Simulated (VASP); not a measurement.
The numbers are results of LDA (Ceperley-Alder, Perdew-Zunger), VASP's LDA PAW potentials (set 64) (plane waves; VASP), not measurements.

Input for VASP

INCAR:
```
ALGO = Normal
EDIFF = 1E-7
ENCUT = 520
ISIF = 2
ISMEAR = 1
LASPH = .True.
LCHARG = .False.
LMAXMIX = 4
LREAL = .False.
LWAVE = .False.
NELM = 100
PREC = Accurate
SIGMA = 0.1
SYSTEM = Cs
```

### POSCAR
```
Cs
1
   -2.9304324667     2.9304324667     2.9304324667
    2.9304324667    -2.9304324667     2.9304324667
    2.9304324667     2.9304324667    -2.9304324667
Cs
1
Direct
  0.0000000000   0.0000000000   0.0000000000
```

### KPOINTS
```
Automatic mesh
0
Gamma
9 9 9
0 0 0
```

POTCAR, in this order: Cs_sv (LDA.64 set). Program: vasp_std.

Task: What will the output report for the number of irreducible k-points (NKPTS), largest plane-wave count, number of space-group operations, FFT grid (NGX, NGY, NGZ)?

Result: 
The number of irreducible k-points (NKPTS) comes out as 35 and the largest plane-wave count is 2731. The number of space-group operations is 48. The FFT grid (NGX, NGY, NGZ) comes out as 40 × 40 × 40.

The compound is Cs in the bcc structure. This cell is one point of a volume scan, at 1.06 of the reference volume.
